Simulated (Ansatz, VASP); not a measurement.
## Cross-check of Ni36O (O/Ni(111)) between VASP and Ansatz

Aim: how closely do two programs agree when they are given the same cell, functional and k mesh? Of the first pair: The structure shown is the start of the Ansatz relaxation below; VASP solves that cell, so the two are compared at the walk's first step.

Program: Ansatz 0.2.0. Level of theory: plane waves, with VASP 6.6.1 beside it; PBE. Results are calculated unless marked as measured.

## Step 1: Starting point

The cell holds 37 atoms: 36 Ni and 1 O. Its edges and angles: a = 7.467 Å, b = 7.467 Å, c = 25.391 Å, α = 90.0°, β = 90.0°, γ = 60.0°. Vacuum lies along c.

## Step 2: Ansatz: relaxation, PBE

Ansatz runs on its default PAW (the set named soft_2) files.

The two programs are compared at the cell with which this relaxation starts, whose forces are those of its first step.

input.yaml reads:

```yaml
crystal:
  lattice:
    - [7.4670476093, 0.0, 0.0]
    - [3.7335238046, 6.4666529209, 0.0]
    - [0.0, 0.0, 25.3914173362]
  atoms:
    - { symbol: Ni, position: [0.0, 0.0, 0.3544504775], spin: 0.7 }
    - { symbol: Ni, position: [0.1111111111, 0.1111111111, 0.4344882682], spin: 0.72 }
    - { symbol: Ni, position: [0.2222222222, 0.2222222222, 0.5142598816], spin: 0.72 }
    - { symbol: Ni, position: [0.0, 0.0, 0.5932306194], spin: 0.7 }
    - { symbol: Ni, position: [0.0, 0.3333333333, 0.3544504775], spin: 0.7 }
    - { symbol: Ni, position: [0.1111111111, 0.4444444444, 0.4344882682], spin: 0.72 }
    - { symbol: Ni, position: [0.2222222222, 0.5555555556, 0.5142598816], spin: 0.72 }
    - { symbol: Ni, position: [0.0, 0.3333333333, 0.5932306194], spin: 0.7 }
    - { symbol: Ni, position: [0.0, 0.6666666667, 0.3544504775], spin: 0.7 }
    - { symbol: Ni, position: [0.1111111111, 0.7777777778, 0.4344882682], spin: 0.72 }
    - { symbol: Ni, position: [0.2222222222, 0.8888888889, 0.5142598816], spin: 0.72 }
    - { symbol: Ni, position: [0.0, 0.6666666667, 0.5932306194], spin: 0.7 }
    - { symbol: Ni, position: [0.3333333333, 0.0, 0.3544504775], spin: 0.7 }
    - { symbol: Ni, position: [0.4444444444, 0.1111111111, 0.4344882682], spin: 0.72 }
    - { symbol: Ni, position: [0.5555555556, 0.2222222222, 0.5142598816], spin: 0.72 }
    - { symbol: Ni, position: [0.3333333333, 0.0, 0.5932306194], spin: 0.7 }
    - { symbol: Ni, position: [0.3333333333, 0.3333333333, 0.3544504775], spin: 0.7 }
    - { symbol: Ni, position: [0.4444444444, 0.4444444444, 0.4344882682], spin: 0.72 }
    - { symbol: Ni, position: [0.5555555556, 0.5555555556, 0.5142598816], spin: 0.72 }
    - { symbol: Ni, position: [0.3333333333, 0.3333333333, 0.5932306194], spin: 0.7 }
    - { symbol: Ni, position: [0.3333333333, 0.6666666667, 0.3544504775], spin: 0.7 }
    - { symbol: Ni, position: [0.4444444444, 0.7777777778, 0.4344882682], spin: 0.72 }
    - { symbol: Ni, position: [0.5555555556, 0.8888888889, 0.5142598816], spin: 0.72 }
    - { symbol: Ni, position: [0.3333333333, 0.6666666667, 0.5932306194], spin: 0.7 }
    - { symbol: Ni, position: [0.6666666667, 0.0, 0.3544504775], spin: 0.7 }
    - { symbol: Ni, position: [0.7777777778, 0.1111111111, 0.4344882682], spin: 0.72 }
    - { symbol: Ni, position: [0.8888888889, 0.2222222222, 0.5142598816], spin: 0.72 }
    - { symbol: Ni, position: [0.6666666667, 0.0, 0.5932306194], spin: 0.7 }
    - { symbol: Ni, position: [0.6666666667, 0.3333333333, 0.3544504775], spin: 0.7 }
    - { symbol: Ni, position: [0.7777777778, 0.4444444444, 0.4344882682], spin: 0.72 }
    - { symbol: Ni, position: [0.8888888889, 0.5555555556, 0.5142598816], spin: 0.72 }
    - { symbol: Ni, position: [0.6666666667, 0.3333333333, 0.5932306194], spin: 0.7 }
    - { symbol: Ni, position: [0.6666666667, 0.6666666667, 0.3544504775], spin: 0.7 }
    - { symbol: Ni, position: [0.7777777778, 0.7777777778, 0.4344882682], spin: 0.72 }
    - { symbol: Ni, position: [0.8888888889, 0.8888888889, 0.5142598816], spin: 0.72 }
    - { symbol: Ni, position: [0.6666666667, 0.6666666667, 0.5932306194], spin: 0.7 }
    - { symbol: O, position: [0.1111111111, 0.1111111111, 0.6455495225] }
magnetization:
  spin_polarized: true
kpoints:
  mp_grid: { grid: [4, 4, 1] }
hamiltonian:
  xc: pbe
scf:
  occupations: { method: fermi_dirac, width: 0.1 }
  convergence: { dr2_threshold: 1.0e-08 }
efield:
  axis: 3
  dipole_correction: true
  ramp_position: 0.97
  ramp_width: 0.06
relax:
  f_tol: 0.02
  max_steps: 60
  constraints:
    - { sites: [0, 1, 4, 5, 8, 9, 12, 13, 16, 17, 20, 21, 24, 25, 28, 29, 32, 33] }
output:
  write_potential: true
  write_density: true
  volumetric_format: npy
```

The run is started by

```sh
$ ansatz run input.yaml --threads 4 --pin off --max-ram 16384MiB --backend cpu --events-out ev --progress --plain --runs-dir out
```

Numbers of over 12 decimals in the logs are rounded to 6 here.

The log of the run:

```text
Engine: ansatz 0.2.0, aarch64-unknown-linux-gnu
Pseudopotentials: kind: paw
Pseudopotential: Ni, paw, valence charge 18, recommended cutoff 420 eV (normal), Ni.paw.azcp
Pseudopotential: O, paw, valence charge 6, recommended cutoff 420 eV (normal), O.paw.azcp
Functional definition: PBE
  parameter kappa = 0.804
  parameter beta = 0.066725
  exchange = pbe_x(kappa = kappa, mu = beta*pi^2/3)
  correlation = pbe_c(beta = beta)
Crystal: 37 atoms, lattice volume = 1226.070 Å³
Basis set: ecut = 420 eV, 23965 PW (Γ), exchange–correlation on 100×100×360 points (8 copies of the dense FFT grid, shifted against one another)
Bands: 408, of which v1, the nominal top of the filled ones, is band 327 counted from 1 (326 counted from 0)
Symmetry: 6 space group operations
k-points: 4 of 16 (time reversal used)
Non-local potential: Ni, projectors of the file, l = 0: 3, l = 1: 2, l = 2: 3, l = 3: 1
Non-local potential: O, projectors of the file, l = 0: 2, l = 1: 2, l = 2: 1
PAW form: soft (Blöchl's): semilocal exchange-correlation on the pseudo side does not see the compensation charge
PAW one-centre angular grid: Ni, 590 points (default); XC on 64 Gauss nodes
PAW one-centre angular grid: O, 110 points (default); XC on 64 Gauss nodes
Initial density: superposition of atomic densities (neutral atoms: chi_scale 0, normalization atom)
Starting moments: Σ|m| = 25.56 μB on 36 of 37 sites
Initial wavefunctions: pseudopotential atomic-orbital guess
Functional: x = pbe(κ = 0.804, μ = 0.219515), c = pbe(β = 0.066725)
SCF iter   1: F=—  HF=-210754.081820 eV  |F-HF|=—  |Δ(HF+E_count)|=         —  Δρ=3.14e-2 (↑1.42e-2 ↓3.14e-2)  dr2=2.60e1  dr2_m=2.64e0  M=27.383 μB ∫|m|=28.823 μB  β_m=1.00  ethr=3.10e-3  p=-0.000 e·Å  D=-6.45e-7 V/Å  ΔV_dip=0.00 eV  dr2_dipole=3.36e-1  V_vac-E_F(+/−)=7.28/7.28 eV  ⟨swp⟩=8.2  Hψ=15488  notcnv=0  defer=327
Mixer restart at iter 1: flushing history
efield: sawtooth ramp at fractional position 0.9700 (set: `efield.ramp_position`, or a place that a band, a saddle search or an elastic batch's reference lends), width 0.0600; the density the first Hamiltonian is built on has a dipole p = -0.000 e·Å; the dipole correction subtracts the counter field D = -6.45e-7 V/Å, which shifts the + side's vacuum level by +0.00 eV against the − side's; the planar-averaged density in the ramp window peaks in size at 7.4e-6 e/Å³
preconditioner: auto → LDOS  [metal: Δε(μ)=0.010 eV  Ē_g=7.297 eV  σ=0.100 eV  W_gap=0.02  n_scr=300 (ndim 8)  ℏωp=20.3 eV  f_vac=0.620  D(μ)=69.59/eV (n_scr^D=684)]
spin=Collinear: LDOS preconditioning applied to the charge; magnetization (m = ρ↑ − ρ↓) channel mixes plain (no charge-response kernel on spin).
SCF iter   2: F=—  HF=-210757.855778 eV  |F-HF|=—  |Δ(HF+E_count)|=    3.77e0  Δρ=1.51e-2 (↑1.51e-2 ↓1.21e-2)  dr2=7.21e0  dr2_m=6.80e-2  M=26.982 μB ∫|m|=29.695 μB  β_m=0.31  ethr=3.10e-3  p=-0.011 e·Å  D=-1.57e-3 V/Å  ΔV_dip=0.04 eV  dr2_dipole=2.67e-1  V_vac-E_F(+/−)=6.50/6.46 eV  ⟨swp⟩=2.2  Hψ=5372  notcnv=0  defer=346
density mixer auto → msr1: a metal under ldos (density of states about μ 3.77 of a free-electron gas's, 300 screened modes)
SCF iter   3: F=—  HF=-210770.040251 eV  |F-HF|=—  |Δ(HF+E_count)|=    1.22e1  Δρ=7.53e-3 (↑7.53e-3 ↓6.74e-3)  dr2=2.72e0  dr2_m=4.43e-2  M=26.947 μB ∫|m|=29.771 μB  β_m=0.46  ethr=1.10e-3  p=-0.027 e·Å  D=-4.03e-3 V/Å  ΔV_dip=0.10 eV  dr2_dipole=1.72e-1  V_vac-E_F(+/−)=6.13/6.03 eV  ⟨swp⟩=3.0  Hψ=5373  notcnv=0  defer=351
SCF iter   4: F=—  HF=-210782.873782 eV  |F-HF|=—  |Δ(HF+E_count)|=    1.28e1  Δρ=6.23e-3 (↑4.82e-3 ↓6.23e-3)  dr2=1.23e0  dr2_m=2.75e-2  M=26.220 μB ∫|m|=29.684 μB  β_m=0.73  ethr=4.16e-4  p=-0.070 e·Å  D=-1.04e-2 V/Å  ΔV_dip=0.26 eV  dr2_dipole=5.08e-2  V_vac-E_F(+/−)=5.71/5.45 eV  ⟨swp⟩=2.1  Hψ=5096  notcnv=0  defer=351
SCF iter   5: F=—  HF=-210786.206883 eV  |F-HF|=—  |Δ(HF+E_count)|=    3.33e0  Δρ=4.40e-3 (↑2.24e-3 ↓4.40e-3)  dr2=3.49e-1  dr2_m=3.66e-2  M=25.140 μB ∫|m|=28.838 μB  β_m=0.77  ethr=1.88e-4  p=-0.122 e·Å  D=-1.80e-2 V/Å  ΔV_dip=0.46 eV  dr2_dipole=6.08e-3  V_vac-E_F(+/−)=5.60/5.14 eV  ⟨swp⟩=3.1  Hψ=6841  notcnv=0  defer=374
SCF iter   6: F=—  HF=-210786.163234 eV  |F-HF|=—  |Δ(HF+E_count)|=   4.36e-2  Δρ=3.61e-3 (↑1.66e-3 ↓3.61e-3)  dr2=2.01e-1  dr2_m=1.76e-2  M=24.904 μB ∫|m|=28.558 μB  β_m=0.88  ethr=5.34e-5  p=-0.115 e·Å  D=-1.69e-2 V/Å  ΔV_dip=0.43 eV  dr2_dipole=1.24e-3  V_vac-E_F(+/−)=5.61/5.18 eV  ⟨swp⟩=2.0  Hψ=5046  notcnv=0  defer=386
SCF iter   7: F=—  HF=-210786.222456 eV  |F-HF|=—  |Δ(HF+E_count)|=         —  Δρ=2.25e-3 (↑1.92e-3 ↓2.25e-3)  dr2=9.56e-2  dr2_m=2.32e-2  M=24.258 μB ∫|m|=27.835 μB  β_m=0.88  ethr=3.07e-5  p=-0.124 e·Å  D=-1.83e-2 V/Å  ΔV_dip=0.47 eV  dr2_dipole=1.67e-3  V_vac-E_F(+/−)=5.55/5.08 eV  ⟨swp⟩=2.0  Hψ=5023  notcnv=0  defer=384
[...]
k-point 3 ↓: bands = [... 323 lower, 2.5470, 2.5582, 2.5851, 2.5990, 2.6226, 2.6396, 2.6528, 2.6947, ... 77 higher]
--- Relaxed structure (5 steps of the walk, 5 accepted, 0 SCFs on fresh bases) ---
  F+E_penalty+E_count = -210786.55109873 eV   max|allowed force component| = 2.126e-3 eV/Å
  atoms:
    - { symbol: Ni, position: [1.1111113280699722e-11, 1.1111113280699722e-11, 0.354450] }
    - { symbol: Ni, position: [0.111111, 0.111111, 0.434488] }
    - { symbol: Ni, position: [0.221775, 0.221775, 0.514277] }
    - { symbol: Ni, position: [-0.00287825, -0.00287825, 0.596918] }
    - { symbol: Ni, position: [1.1111112030448567e-11, 0.333333, 0.354450] }
    - { symbol: Ni, position: [0.111111, 0.444444, 0.434488] }
    - { symbol: Ni, position: [0.221417, 0.555958, 0.513790] }
    - { symbol: Ni, position: [-0.00287825, 0.339090, 0.596918] }
    - { symbol: Ni, position: [-2.2222224060897133e-11, 0.666667, 0.354450] }
    - { symbol: Ni, position: [0.111111, 0.777778, 0.434488] }
    - { symbol: Ni, position: [0.221775, 0.889784, 0.514277] }
    - { symbol: Ni, position: [-0.000546033, 0.666940, 0.592606] }
    - { symbol: Ni, position: [0.333333, 1.1111113280699722e-11, 0.354450] }
    - { symbol: Ni, position: [0.444444, 0.111111, 0.434488] }
    - { symbol: Ni, position: [0.555958, 0.221417, 0.513790] }
    - { symbol: Ni, position: [0.339090, -0.00287825, 0.596918] }
    - { symbol: Ni, position: [0.333333, 0.333333, 0.354450] }
    - { symbol: Ni, position: [0.444444, 0.444444, 0.434488] }
    - { symbol: Ni, position: [0.555958, 0.555958, 0.513790] }
    - { symbol: Ni, position: [0.336242, 0.336242, 0.592383] }
    - { symbol: Ni, position: [0.333333, 0.666667, 0.354450] }
    - { symbol: Ni, position: [0.444444, 0.777778, 0.434488] }
    - { symbol: Ni, position: [0.554093, 0.889620, 0.514657] }
    - { symbol: Ni, position: [0.336242, 0.660849, 0.592383] }
[...]
- { symbol: Ni, position: [0.666667, 0.333333, 0.354450] }
    - { symbol: Ni, position: [0.777778, 0.444444, 0.434488] }
    - { symbol: Ni, position: [0.889620, 0.554093, 0.514657] }
    - { symbol: Ni, position: [0.660849, 0.336242, 0.592383] }
    - { symbol: Ni, position: [0.666667, 0.666667, 0.354450] }
    - { symbol: Ni, position: [0.777778, 0.777778, 0.434488] }
    - { symbol: Ni, position: [0.889620, 0.889620, 0.514657] }
    - { symbol: Ni, position: [0.666940, 0.666940, 0.592606] }
    - { symbol: O, position: [0.111111, 0.111111, 0.639570] }
```

## Step 3: VASP: single point, PBE, start cell, pair 1

The same cell, functional, mesh and smearing now go to VASP, with its own data sets.

Lines of VASP's logs that name or quote its potential files are left out, and so is its time.

INCAR reads:

```
SYSTEM = Ni36O
PREC = Accurate
ENCUT = 520
EDIFF = 1E-06
NELM = 200
ISMEAR = -1
SIGMA = 0.1
LREAL = Auto
ALGO = Normal
GGA = PE
NBANDS = 212
ISPIN = 2
MAGMOM = 0.71 0.74 0.72 0.47 0.71 0.72 0.71 0.47 0.71 0.72 0.72 0.72 0.71 0.72 0.71 0.47 0.7 0.72 0.71 0.72 0.7 0.72 0.67 0.72 0.71 0.72 0.72 0.72 0.7 0.72 0.67 0.72 0.71 0.7 0.67 0.72 0.1
LASPH = .TRUE.
LMAXMIX = 4
LORBIT = 11
LWAVE = .FALSE.
LCHARG = .FALSE.
ISIF = 2
LDIPOL = .TRUE.
IDIPOL = 3
DIPOL = 0.5 0.5 0.479
LVHAR = .TRUE.
GGA_COMPAT = .FALSE.
NELMDL = -8
KPAR = 4
```

POSCAR reads:

```
Ni36O
1.0
    7.4670476093      0.0000000000      0.0000000000
    3.7335238046      6.4666529209      0.0000000000
    0.0000000000      0.0000000000     25.3914173362
Ni O
36 1
Direct
    0.0000000045      0.9999999978      0.3544504775
    0.1111111192      0.1111111125      0.4344882703
    0.2222222231      0.2222222164      0.5142598709
    0.0000000045      0.9999999978      0.5932306102
    0.0000000045      0.3333333419      0.3544504775
    0.1111111084      0.4444444458      0.4344882703
    0.2222222231      0.5555555605      0.5142598709
    0.0000000045      0.3333333419      0.5932306102
    0.9999999938      0.6666666752      0.3544504775
    0.1111111084      0.7777777899      0.4344882703
    0.2222222231      0.8888889047      0.5142598709
    0.9999999938      0.6666666752      0.5932306102
    0.3333333486      0.9999999978      0.3544504775
    0.4444444525      0.1111111017      0.4344882703
    0.5555555672      0.2222222164      0.5142598709
    0.3333333486      0.9999999978      0.5932306102
    0.3333333378      0.3333333311      0.3544504775
    0.4444444525      0.4444444458      0.4344882703
    0.5555555672      0.5555555605      0.5142598709
    0.3333333378      0.3333333311      0.5932306102
    0.3333333378      0.6666666752      0.3544504775
    0.4444444525      0.7777777899      0.4344882703
    0.5555556011      0.8888888715      0.5142598709
    0.3333333378      0.6666666752      0.5932306102
    0.6666666819      0.9999999871      0.3544504775
    0.7777777966      0.1111111017      0.4344882703
    0.8888889114      0.2222222164      0.5142598709
    0.6666666819      0.9999999871      0.5932306102
    0.6666666819      0.3333333311      0.3544504775
    0.7777777966      0.4444444458      0.4344882703
    0.8888888782      0.5555555944      0.5142598709
    0.6666666819      0.3333333311      0.5932306102
    0.6666666819      0.6666666752      0.3544504775
    0.7777777859      0.7777777792      0.4344882703
    0.8888888782      0.8888888715      0.5142598709
    0.6666666819      0.6666666752      0.5932306102
    0.1111111192      0.1111111125      0.6455495092
```

KPOINTS reads:

```
Automatic mesh
0
Gamma
4 4 1
0 0 0
```

PAW data sets: Ni and O (PBE family, release 64).

The run is started by

```sh
$ mpirun -np 4 vasp_std
```

The log of the run:

```text
[banner, memory and clock lines left out]
running    4 mpi-ranks, on    1 nodes
[...]
LDA part: xc-table for (Slater+PW92), standard interpolation
 POSCAR, INCAR and KPOINTS ok, starting setup
[...]
entering main loop
       N       E                     dE             d eps       ncg     rms          rms(c)
DAV:   1     0.284646641457E+04    0.28465E+04   -0.16163E+05  3392   0.182E+03
DAV:   2     0.689660453980E+02   -0.27775E+04   -0.26819E+04  3392   0.408E+02
DAV:   3    -0.203295287456E+03   -0.27226E+03   -0.24636E+03  3792   0.172E+02
DAV:   4    -0.228865955194E+03   -0.25571E+02   -0.23555E+02  4744   0.429E+01
[...]
DAV:  67    -0.193351481254E+03   -0.50945E-05   -0.27528E-08  1828   0.580E-04    0.572E-04
DAV:  68    -0.193351483912E+03   -0.26582E-05   -0.18414E-08  1796   0.450E-04    0.255E-04
DAV:  69    -0.193351484419E+03   -0.50679E-06   -0.65311E-10  1696   0.310E-04
   1 F= -.19335148E+03 E0= -.19228227E+03  d E =-.213842E+01  mag=    23.4748
```

Parts of OUTCAR (step 3):

```text
  Total      -12.2338864    -12.2338864     -4.8208765      0.0000000     -0.0000000      0.0000000
  in kB      -15.9867289    -15.9867289     -6.2997190      0.0000000     -0.0000000      0.0000000
  external PRESSURE =     -12.7577256 kB  Pullay stress =       0.0000000 kB

 POSITION                                       TOTAL-FORCE (eV/Angst)
 -----------------------------------------------------------------------------------
      3.73352      6.46665      9.00000         0.003070      0.001772      0.138890
      1.24451      0.71852     11.03227         0.000000     -0.000000     -0.146424
      2.48902      1.43703     13.05779         0.028340      0.016362     -0.231246
      3.73352      6.46665     15.06297         0.221524      0.127897      1.073565
      1.24451      2.15555      9.00000         0.000000     -0.003545      0.138890
      2.48902      2.87407     11.03227        -0.014854      0.017295     -0.120428
      3.73352      3.59258     13.05779        -0.006867      0.003965      0.030826
      1.24451      2.15555     15.06297         0.000000     -0.255794      1.073565
      9.95606      4.31110      9.00000         0.010952     -0.006323      0.154539
      3.73352      5.02962     11.03227        -0.022405      0.004216     -0.120428
      4.97803      5.74814     13.05779         0.000000     -0.032724     -0.231246
      9.95606      4.31110     15.06297        -0.048337      0.027907     -0.128125
      6.22254      6.46665      9.00000        -0.003070      0.001772      0.138890
      3.73352      0.71852     11.03227         0.007551     -0.021511     -0.120428
[...]
-----------------------------------------------------------------------------------
    total drift:                               -0.000000      0.000033     -0.007602

  FREE ENERGIE OF THE ION-ELECTRON SYSTEM (eV)
  ---------------------------------------------------
  free  energy   TOTEN  =      -193.3514844185 eV

  energy  without entropy=     -191.2130626659  energy(sigma->0) =     -192.28227354

 magnetization (x)
# of ion       s       p       d       tot
------------------------------------------
    1       -0.006  -0.024   0.691   0.661
    2       -0.007  -0.026   0.725   0.692
    3       -0.006  -0.025   0.711   0.680
    4       -0.008  -0.017   0.592   0.567
    5       -0.006  -0.024   0.691   0.661
    6       -0.007  -0.025   0.705   0.673
    7       -0.007  -0.024   0.701   0.669
    8       -0.008  -0.017   0.592   0.567
    9       -0.006  -0.023   0.691   0.663
   10       -0.007  -0.025   0.705   0.673
   11       -0.006  -0.025   0.711   0.680
   12       -0.006  -0.023   0.737   0.708
   13       -0.006  -0.024   0.691   0.661
[...]
--------------------------------------------------
tot         -0.237  -0.694  24.904  23.973

[... 1 further part left out ...]
```

The magnetic state follows from one typed start and may not be the lowest.

## Step 4: Comparison

Known differences besides the potentials themselves: VASP starts from the moments at which Ansatz ended; the data sets hold 654 valence electrons in Ansatz (on its default PAW (the set named soft_2) files) and 366 in VASP; the cutoff is 420 eV in Ansatz and 520 eV in VASP (PREC = Accurate, projectors in real space). Total energies have different zeros and are not compared.

Forces on 7 of the 37 atoms, those with the largest forces and the largest differences (eV/Å; atoms numbered as in POSCAR):

```tsv
atom	Ansatz x, y, z	VASP x, y, z
Ni4	0.234, 0.135, 1.097	0.222, 0.128, 1.074
Ni8	0.000, -0.270, 1.097	0.000, -0.256, 1.074
Ni16	-0.234, 0.135, 1.097	-0.222, 0.128, 1.074
Ni20	0.318, 0.184, -0.078	0.310, 0.179, -0.077
Ni24	0.000, -0.367, -0.078	0.000, -0.358, -0.077
Ni32	-0.318, 0.184, -0.078	-0.310, 0.179, -0.077
O37	0.000, 0.000, -2.268	0.000, 0.000, -2.211
```

The forces differ by 7.3 meV/Å r.m.s., which is 2.5 % of the r.m.s. force of 0.294 eV/Å (both taken over all components). Moments aren't recorded for both runs of this pair, so they may hold unlike magnetic states. Where the cell holds vacuum, a pressure given here is an average over it and none of the material.

## Step 5: Ansatz: relaxation, PBE

This run makes the geometry at which the two programs are then compared.

The structure compared here is the end of the Ansatz relaxation.

This is the run of step 2 again, met here at its other cell.

(Continued in part 2 of 2.)

[Lines on the potential files, build, host, timing and source positions are cut from VASP's logs without a mark.]

[Logs are printed without paths, hosts, clocks, repeated set-up lines and the standing remarks that a program may print on its own settings, such as how far it seeks lower states.]

[Hosts, paths, dates, database ids (printed as entryN), source tags and the programs' standing remarks are cut or masked in the printed files.]
